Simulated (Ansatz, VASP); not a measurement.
## SnSe2 in two plane-wave programs

Aim: how closely do two programs agree when they are given the same cell, functional and k mesh? The cell is taken from a series of runs on this material, whose earlier steps may have relaxed, scaled, displaced or heated it; both programs get it as it stands.

Method: plane waves, with VASP 6.6.1 beside it; zone-centre phonons at r2SCAN, in Ansatz 0.2.0.

### 1. Starting point

The structure is trigonal, space group P-3m1 (No. 164). Conventional cell: a = 3.841 Å, b = 3.841 Å, c = 6.525 Å, α = 90.00°, β = 90.00°, γ = 120.00°. Nearest to Sn lie 6 Se at 2.72 Å. Se has 3 Sn at 2.72 Å nearest. Farther neighbours and most contacts between anions are not listed.

As a file:

```xyz
3
Lattice="3.8407 0.0000 0.0000 -1.9203 3.3261 0.0000 0.0000 0.0000 6.5252" Properties=species:S:1:pos:R:3 pbc="T T T"
Sn    0.0000    0.0000    0.0000
Se    0.0000    2.2174    1.5735
Se    1.9203    1.1087    4.9517
```

### 2. VASP: zone-centre phonons, r2SCAN

Second derivatives magnify differences that forces hide, and they need a tight electronic threshold.

Lines of VASP's logs that name or quote its potential files are left out, and so is its time.

INCAR reads:

```
SYSTEM = SnSe2
PREC = Accurate
ENCUT = 550
EDIFF = 1E-08
NELM = 120
ISMEAR = 0
SIGMA = 0.01
LREAL = .FALSE.
ALGO = Normal
METAGGA = R2SCAN
LASPH = .TRUE.
NBANDS = 19
LORBIT = 11
LWAVE = .FALSE.
LCHARG = .FALSE.
ISIF = 2
IBRION = 6
NFREE = 2
POTIM = 0.015
NSW = 1
GGA_COMPAT = .FALSE.
EFERMI = MIDGAP
LMIXTAU = .TRUE.
KPAR = 2
```

POSCAR reads:

```
SnSe2
1.0
    3.8406769159      0.0000000000      0.0000000000
   -1.9203384580      3.3261237769      0.0000000000
    0.0000000000      0.0000000000      6.5251729675
Sn Se
1 2
Direct
    0.0000000000      0.0000000000      0.0000000000
    0.3333333333      0.6666666667      0.2411439969
    0.6666666667      0.3333333333      0.7588560031
```

KPOINTS reads:

```
Automatic mesh
0
Gamma
9 9 6
0 0 0
```

PAW data sets: Sn_d and Se (PBE family, release 64).

Launch:

```sh
$ mpirun -np 2 vasp_std
```

Numbers of over 12 decimals in the logs are rounded to 6 here.

What it wrote:

```text
[banner, memory and clock lines left out]
running    2 mpi-ranks, on    1 nodes
 distrk:  each k-point on    1 cores,    2 groups
 distr:  one band on    1 cores,    1 groups

 POSCAR found type information on POSCAR SnSe
 POSCAR found :  2 types and       3 ions
|                                                                             |
|               ----> ADVICE to this user running VASP <----                  |
|                                                                             |
|     You enforced a specific xc type in the INCAR file but a different       |
|     [... a line on the potential file left out ...]
|     I HOPE YOU KNOW WHAT YOU ARE DOING!                                     |
|                                                                             |

 LDA part: xc-table for (None), standard interpolation
 POSCAR, INCAR and KPOINTS ok, starting setup
 FFT: planning ... GRIDC
 FFT: planning ... GRID_SOFT
 FFT: planning ... GRID
 WAVECAR not read
 entering main loop
       N       E                     dE             d eps       ncg     rms          rms(c)
DAV:   1     0.166504263596E+03    0.16650E+03   -0.12825E+04  2377   0.163E+03
DAV:   2    -0.339650736711E+02   -0.20047E+03   -0.19407E+03  2516   0.397E+02
DAV:   3    -0.581926049550E+02   -0.24228E+02   -0.23601E+02  2890   0.123E+02
DAV:   4    -0.590730512638E+02   -0.88045E+00   -0.87869E+00  2904   0.242E+01
DAV:   5    -0.590940472053E+02   -0.20996E-01   -0.20994E-01  3340   0.384E+00    0.572E+00
DAV:   6    -0.566323938327E+02    0.24617E+01   -0.15859E+00  3089   0.187E+01    0.385E+00
DAV:   7    -0.537188559543E+02    0.29135E+01   -0.76712E-01  2524   0.568E+00    0.137E+00
DAV:   8    -0.545504893043E+02   -0.83163E+00   -0.60290E-01  2443   0.579E+00    0.601E-01
DAV:   9    -0.545660677619E+02   -0.15578E-01   -0.14743E-01  2512   0.291E+00    0.370E-01
DAV:  10    -0.546062865580E+02   -0.40219E-01   -0.19092E-02  2506   0.111E+00    0.247E-01
DAV:  11    -0.546345367952E+02   -0.28250E-01   -0.50462E-02  2398   0.187E+00    0.155E-01
DAV:  12    -0.546366508396E+02   -0.21140E-02   -0.46883E-03  2634   0.523E-01    0.129E-01
DAV:  13    -0.546376638675E+02   -0.10130E-02   -0.31761E-04  2531   0.170E-01    0.965E-02
DAV:  14    -0.546393155370E+02   -0.16517E-02   -0.16842E-03  2389   0.391E-01    0.337E-02
[...]
DAV:  20    -0.546395308747E+02   -0.78793E-05   -0.22608E-05  2698   0.400E-02    0.255E-02
DAV:  21    -0.546395289030E+02    0.19717E-05   -0.31444E-06  2670   0.175E-02    0.118E-02
DAV:  22    -0.546395291215E+02   -0.21853E-06   -0.16418E-06  2468   0.124E-02    0.236E-03
DAV:  23    -0.546395288964E+02    0.22509E-06   -0.14401E-07  2488   0.362E-03    0.349E-04
DAV:  24    -0.546395290857E+02   -0.18927E-06   -0.44271E-08  2437   0.197E-03    0.610E-04
DAV:  25    -0.546395288124E+02    0.27324E-06   -0.67174E-08  2398   0.267E-03    0.133E-04
DAV:  26    -0.546395288534E+02   -0.41002E-07   -0.44723E-09  2013   0.643E-04    0.127E-04
DAV:  27    -0.546395288520E+02    0.14261E-08   -0.71696E-10  1232   0.290E-04
   1 F= -.54639529E+02 E0= -.54639529E+02  d E =0.000000E+00
[... from here on, the cycles between the ionic steps are left out ...]
   2 F= -.54638936E+02 E0= -.54638936E+02  d E =0.000000E+00
   3 F= -.54638936E+02 E0= -.54638936E+02  d E =0.000000E+00
   4 F= -.54637795E+02 E0= -.54637795E+02  d E =0.000000E+00
   5 F= -.54637795E+02 E0= -.54637795E+02  d E =0.000000E+00
   6 F= -.54639157E+02 E0= -.54639157E+02  d E =0.000000E+00
   7 F= -.54639157E+02 E0= -.54639157E+02  d E =0.000000E+00
   8 F= -.54638739E+02 E0= -.54638739E+02  d E =0.000000E+00
 Finite differences progress:
  Degree of freedom:   4/  4
  Displacement:        1/  2
  Total:               7/  8
 bond charge predicted
       N       E                     dE             d eps       ncg     rms          rms(c)
DAV:   1    -0.546340045801E+02    0.47343E-02   -0.79114E-01  2368   0.381E+00    0.282E-01
DAV:   2    -0.546374527886E+02   -0.34482E-02   -0.25640E-02  2658   0.945E-01    0.716E-02
DAV:   3    -0.546382127348E+02   -0.75995E-03   -0.15615E-03  2505   0.290E-01    0.445E-02
DAV:   4    -0.546382064434E+02    0.62913E-05   -0.40786E-04  2504   0.140E-01    0.254E-02
DAV:   5    -0.546382617763E+02   -0.55333E-04   -0.19324E-04  2446   0.993E-02    0.894E-03
DAV:   6    -0.546382854309E+02   -0.23655E-04   -0.32037E-05  2645   0.390E-02    0.391E-03
DAV:   7    -0.546382834427E+02    0.19882E-05   -0.10256E-05  2514   0.231E-02    0.229E-03
DAV:   8    -0.546382857362E+02   -0.22935E-05   -0.14184E-06  2566   0.914E-03    0.134E-03
DAV:   9    -0.546382865795E+02   -0.84332E-06   -0.13957E-06  2401   0.875E-03    0.536E-04
DAV:  10    -0.546382868461E+02   -0.26659E-06   -0.42720E-07  2419   0.503E-03    0.806E-04
DAV:  11    -0.546382868592E+02   -0.13154E-07   -0.35565E-08  2741   0.126E-03    0.887E-04
DAV:  12    -0.546382868518E+02    0.74870E-08   -0.10217E-08  1500   0.690E-04
   9 F= -.54638287E+02 E0= -.54638287E+02  d E =0.000000E+00
 Finite differences progress:
  Degree of freedom:   4/  4
  Displacement:        2/  2
  Total:               8/  8
```

Parts of OUTCAR (step 2):

```text
ion  position               nearest neighbor table
   1  0.000  0.000  0.000-   2 2.72   3 2.72   3 2.72   2 2.72   3 2.72   2 2.72
   2  0.333  0.667  0.241-   1 2.72   1 2.72   1 2.72
   3  0.667  0.333  0.759-   1 2.72   1 2.72   1 2.72

  LATTYP: Found a hexagonal cell.
 ALAT       =     3.8406769159
 C/A-ratio  =     1.6989642999

 Subroutine GETGRP returns: Found 12 space group operations
 (whereof 12 operations were pure point group operations)

The static configuration has the point symmetry D_3d.

 Found     62 irreducible k-points:

   k-points           NKPTS =     62   k-points in BZ     NKDIM =     62   number of bands    NBANDS=     19

   dimension x,y,z NGX =    30 NGY =   30 NGZ =   50
   dimension x,y,z NGXF=    60 NGYF=   60 NGZF=  100

   ENCUT  =  550.0 eV  40.42 Ry    6.36 a.u.   7.34  7.34 12.48*2*pi/ulx,y,z

   NELECT =      26.0000    total number of electrons

 k-points in reciprocal lattice and weights: Automatic mesh
   0.00000000  0.00000000  0.00000000       0.002
   0.11111111 -0.00000000  0.00000000       0.012
   0.22222222 -0.00000000  0.00000000       0.012
   0.33333333  0.00000000  0.00000000       0.012
   0.44444444 -0.00000000  0.00000000       0.012
   0.11111111  0.11111111  0.00000000       0.012
   0.22222222  0.11111111  0.00000000       0.025
   0.33333333  0.11111111  0.00000000       0.025
   0.44444444  0.11111111  0.00000000       0.012
[...]
0.33333333  0.22222222  0.50000000       0.025
   0.33333333  0.33333333  0.50000000       0.004

 average (electrostatic) potential at core
       1-109.1672       2 -58.5760       3 -58.5365

 E-fermi :   3.5348

 k-point     1 :       0.0000    0.0000    0.0000
  band No.  band energies     occupation
    ...
      9       2.4603      2.00000
     10       2.4603      2.00000
     11       2.7614      2.00000
     12       2.8127      2.00000
     13       2.8127      2.00000
     14       4.5323      0.00000
     15       6.6091      0.00000
     16       8.0777      0.00000
     17       8.0777      0.00000
     18      11.3700      0.00000
    ...

 k-point     2 :       0.1111   -0.0000    0.0000
  band No.  band energies     occupation
    ...
      9       1.3427      2.00000
     10       2.0291      2.00000
     11       2.2063      2.00000
     12       2.8065      2.00000
     13       2.9720      2.00000
     14       5.3004      0.00000
     15       7.1862      0.00000
     16       7.8993      0.00000
     17       8.3374      0.00000
     18      11.5006      0.00000
    ...

 k-point     3 :       0.2222   -0.0000    0.0000
  band No.  band energies     occupation
    ...
      9      -0.0536      2.00000
     10       1.1322      2.00000
     11       1.4038      2.00000
     12       2.7530      2.00000
     13       2.9712      2.00000
     14       5.4340      0.00000
     15       7.3987      0.00000
     16       8.8177      0.00000
     17       8.9510      0.00000
     18      10.4481      0.00000
    ...

  Total        0.1235013      0.1235013      0.2652189     -0.0000000      0.0000000      0.0000000
  in kB        2.3737980      2.3737980      5.0977309     -0.0000000      0.0000000      0.0000000
  external PRESSURE =       3.2817756 kB  Pullay stress =       0.0000000 kB

  energy-cutoff  :      550.00
  volume of cell :       83.36
      direct lattice vectors                 reciprocal lattice vectors
     3.840676916  0.000000000  0.000000000     0.260370768  0.150325133  0.000000000
    -1.920338458  3.326123777  0.000000000     0.000000000  0.300650267  0.000000000
     0.000000000  0.000000000  6.525172967     0.000000000  0.000000000  0.153252642

 POSITION                                       TOTAL-FORCE (eV/Angst)
 -----------------------------------------------------------------------------------
      0.00000      0.00000      0.00000         0.000000     -0.000000     -0.119037
     -0.00000      2.21742      1.55851        -0.000000      0.000000      0.151819
      1.92034      1.10871      4.95167         0.000000     -0.000000     -0.032782
 -----------------------------------------------------------------------------------
    total drift:                               -0.000000     -0.000000     -0.000010

  FREE ENERGIE OF THE ION-ELECTRON SYSTEM (eV)
  ---------------------------------------------------
  free  energy   TOTEN  =       -54.6382868518 eV

  energy  without entropy=      -54.6382868518  energy(sigma->0) =      -54.63828685

 Eigenvectors and eigenvalues of the dynamical matrix
 ----------------------------------------------------

   1 f  =    7.511017 THz    47.193111 2PiTHz  250.540553 cm-1    31.063056 meV
             X         Y         Z           dx          dy          dz
      0.000000  0.000000  0.000000     0.000000   -0.000000   -0.753799
     -0.000000  2.217416  1.573506     0.000000   -0.000000    0.464643
      1.920338  1.108708  4.951667    -0.000000    0.000000    0.464643

   2 f  =    5.615808 THz    35.285164 2PiTHz  187.323198 cm-1    23.225106 meV
             X         Y         Z           dx          dy          dz
      0.000000  0.000000  0.000000     0.000000   -0.000000   -0.000000
     -0.000000  2.217416  1.573506    -0.000000   -0.000000    0.707107
      1.920338  1.108708  4.951667    -0.000000    0.000000   -0.707107

   3 f  =    4.371132 THz    27.464634 2PiTHz  145.805280 cm-1    18.077543 meV
             X         Y         Z           dx          dy          dz
      0.000000  0.000000  0.000000    -0.522465    0.545202    0.000000
     -0.000000  2.217416  1.573506     0.320737   -0.334694    0.000000
      1.920338  1.108708  4.951667     0.320737   -0.334694   -0.000000

   4 f  =    4.371132 THz    27.464634 2PiTHz  145.805280 cm-1    18.077543 meV
             X         Y         Z           dx          dy          dz
      0.000000  0.000000  0.000000     0.545202    0.522465    0.000000
     -0.000000  2.217416  1.573506    -0.334694   -0.320737    0.000000
      1.920338  1.108708  4.951667    -0.334694   -0.320737    0.000000

   5 f  =    3.502438 THz    22.006468 2PiTHz  116.828761 cm-1    14.484914 meV
             X         Y         Z           dx          dy          dz
      0.000000  0.000000  0.000000    -0.000000    0.000000   -0.000000
     -0.000000  2.217416  1.573506     0.489243   -0.510530   -0.000000
      1.920338  1.108708  4.951667    -0.489243    0.510530   -0.000000

   6 f  =    3.502438 THz    22.006468 2PiTHz  116.828761 cm-1    14.484914 meV
             X         Y         Z           dx          dy          dz
      0.000000  0.000000  0.000000    -0.000000    0.000000    0.000000
     -0.000000  2.217416  1.573506     0.510530    0.489243    0.000000
      1.920338  1.108708  4.951667    -0.510530   -0.489243    0.000000

   7 f/i=    0.002896 THz     0.018196 2PiTHz    0.096600 cm-1     0.011977 meV
             X         Y         Z           dx          dy          dz
      0.000000  0.000000  0.000000    -0.636143    0.158452    0.000000
     -0.000000  2.217416  1.573506    -0.518124    0.129056    0.000000
      1.920338  1.108708  4.951667    -0.518124    0.129056    0.000000

   8 f/i=    0.002896 THz     0.018196 2PiTHz    0.096600 cm-1     0.011977 meV
             X         Y         Z           dx          dy          dz
      0.000000  0.000000  0.000000    -0.158452   -0.636143    0.000000
     -0.000000  2.217416  1.573506    -0.129056   -0.518124    0.000000
      1.920338  1.108708  4.951667    -0.129056   -0.518124    0.000000

   9 f/i=    0.020157 THz     0.126653 2PiTHz    0.672380 cm-1     0.083364 meV
             X         Y         Z           dx          dy          dz
      0.000000  0.000000  0.000000     0.000000    0.000000    0.657105
     -0.000000  2.217416  1.573506     0.000000    0.000000    0.533017
      1.920338  1.108708  4.951667     0.000000    0.000000    0.533017

 ELASTIC MODULI CONTR FROM IONIC RELAXATION (kBar)
 Direction    XX          YY          ZZ          XY          YZ          ZX
 --------------------------------------------------------------------------------
 XX        -135.9979   -132.6528   -343.6876      0.0000     22.2350     -0.0000
 YY        -132.6528   -135.9979   -343.6876      0.0000    -22.2350      0.0000
 ZZ        -343.6876   -343.6876   -879.3662      0.0000     -0.0000      0.0000
 XY           0.0000      0.0000      0.0000     -1.6726      0.0000     22.2350
 YZ          22.2350    -22.2350     -0.0000      0.0000   -295.5917      0.0000
 ZX          -0.0000      0.0000      0.0000     22.2350      0.0000   -295.5916
 --------------------------------------------------------------------------------

 total charge
# of ion       s       p       d       tot
------------------------------------------
    1        1.016   1.046  10.104  12.166
    2        1.479   2.360   0.027   3.866
    3        1.479   2.360   0.027   3.866
--------------------------------------------------
tot          3.975   5.766  10.158  19.899

[... 3 further parts left out ...]
```

CONTCAR:

```
SnSe2
   1.00000000000000
     3.8406769159000000    0.0000000000000000    0.0000000000000000
    -1.9203384580000000    3.3261237768999998    0.0000000000000000
     0.0000000000000000    0.0000000000000000    6.5251729674999996
  Sn              Se
     1     2
Direct
     0.0000000000000000    0.0000000000000000    0.0000000000000000
     0.3333333332999970    0.6666666667000030    0.2388452072625895
     0.6666666667000030    0.3333333332999970    0.7588560031000000
```

Levels, forces or a CONTCAR printed for this step are those of its last displaced cell, not of the structure at rest.

[end of part 1 of 2]

[Lines on the potential files, build, host, timing and source positions are cut from VASP's logs without a mark.]

[Logs are printed without paths, hosts, clocks, repeated set-up lines and the standing remarks that a program may print on its own settings, such as how far it seeks lower states.]

[Hosts, paths, dates, database ids (printed as entryN), source tags and the programs' standing remarks are cut or masked in the printed files.]
